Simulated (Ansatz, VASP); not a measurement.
## CaBr: VASP beside Ansatz

```
Br Ca
1.0
     4.11120    0.00000    0.00000
    -2.05560    3.56040    0.00000
     0.00000    0.00000    9.73618
Br Ca
2 2
Direct
  0.66667 0.33333 0.53449
  0.33333 0.66667 0.03449
  0.66667 0.33333 0.84051
  0.33333 0.66667 0.34051
```

Change from the starting cell: volume scaled by 1.02.

Alike in both runs: task single point; functional PBE; k mesh 8 × 8 × 3; occupations fermi-dirac, width 0.05 eV; no spin polarisation.

```csv
,VASP,Ansatz
version,VASP 6.6.1,Ansatz 0.2.0
potentials or method,"VASP PAW PBE potentials, release 64 (Br, Ca_sv)",Ansatz PAW
plane-wave cutoff (eV),520,420
valence electrons in the cell,34,34
```

```tsv
	VASP	Ansatz	Ansatz less VASP
gap on the k mesh at the Fermi level (eV)	none	none	-
pressure (GPa)	0.2	0.1	-0.05
largest component of the traceless stress (GPa)	0.47	0.44	-0.030
rms of the force components (eV/Å)	0.060	0.058	-0.0026
```

Atom by atom the forces differ by 0.003 eV/Å (rms over components). A gap of «none» marks a metal or a gap that the smearing closes.
